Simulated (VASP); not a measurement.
Calculation: r2SCAN meta-GGA, VASP's PBE PAW potentials (set 64) (plane waves; VASP 6.6.1).

The input files of a VASP run:

KPOINTS:
```
kpoints
0
Gamma
14 14 14
0 0 0
```

### INCAR
```
SYSTEM = Al
PREC = Accurate; ENCUT = 480; LREAL = .False.
LASPH = .True.
EDIFF = 1E-6; NELM = 100; ALGO = Normal
LMIXTAU = .True.
ISMEAR = 1; SIGMA = 0.1
METAGGA = R2SCAN
IBRION = 2; NSW = 60; ISIF = 3
EDIFFG = -0.01
LWAVE = .False.; LCHARG = .False.
```

### POSCAR
```
Al
1
    0.0000000000     2.0250000000     2.0250000000
    2.0250000000     0.0000000000     2.0250000000
    2.0250000000     2.0250000000     0.0000000000
Al
1
Direct
  0.0000000000   0.0000000000   0.0000000000
```

POTCAR, in this order: Al (PBE.64 set). Program: vasp_std.

Energy and stress use the plane-wave basis of the starting cell.

Question: What does the run give for the energy per atom (σ→0), volume per atom, band gap (on the k-mesh)?

Answer: 
```json
{
 "energy per atom (σ→0)": "-6.733 eV/atom",
 "band gap (on the k-mesh)": "none (metal, semimetal or under 0.01 eV)",
 "volume_per_atom": "15.79 Å³/atom"
}
```

### OSZICAR
```
...
DAV:   1    -0.673364213624E+01   -0.68787E-03   -0.57472E-03  1305   0.522E-01    0.110E-01
DAV:   2    -0.673370195794E+01   -0.59822E-04   -0.12971E-04  1465   0.983E-02    0.280E-02
DAV:   3    -0.673365492765E+01    0.47030E-04   -0.27887E-05  1210   0.393E-02    0.120E-02
DAV:   4    -0.673366384774E+01   -0.89201E-05   -0.32113E-05  1240   0.463E-02    0.440E-03
DAV:   5    -0.673364878853E+01    0.15059E-04   -0.13190E-05  1230   0.263E-02    0.654E-03
DAV:   6    -0.673365097253E+01   -0.21840E-05   -0.26995E-07   535   0.475E-03    0.504E-04
DAV:   7    -0.673365069635E+01    0.27618E-06   -0.82611E-08   535   0.283E-03
   3 F= -.67336507E+01 E0= -.67334941E+01  d E =-.111606E-01
```

The compound is Al in the fcc structure. This run relaxes it. Symmetry was kept, so distortions that lower it aren't found.
